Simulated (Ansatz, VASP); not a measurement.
# One calculation of Au2I, two programs

```
Au I
1.0
     1.96790    1.13617    5.66095
    -1.96790    1.13617    5.66095
     0.00000   -2.27234    5.66095
Au I
2 1
Direct
  0.78645 0.78645 0.78645
  0.21355 0.21355 0.21355
  0.00000 0.00000 0.00000
```

Alike in both runs: functional PBE; k mesh 6 × 6 × 6; occupations gaussian, width 0.1 eV; no spin polarisation.

Ansatz relaxed the structure, and its values are those at the end. VASP's run is a single point on that final structure, the one shown.

|  | VASP | Ansatz |
| --- | --- | --- |
| version | VASP 6.6.1 | Ansatz 0.2.0 |
| potentials or method | VASP PAW PBE potentials, release 64 (Au, I) | scalar-relativistic, plane waves, PAW |
| plane-wave cutoff (eV) | 520 | 420 |
| valence electrons in the cell | 29 | 55 |

```csv
,VASP,Ansatz,Ansatz less VASP
gap on the k mesh at the Fermi level (eV),none,none,-
pressure (GPa),0.1,0.2,+0.12
rms of the force components (eV/Å),0.010,0.009,-0.0010
```

A gap of «none» marks a metal or a gap that the smearing closes. The two sets of potentials don't hold the same shells in valence.

Caveats: an odd number of electrons without spin polarisation forces a metal; a magnetic or distorted state may lie lower. Spin-orbit coupling is left out, which matters for the levels of Au, I.
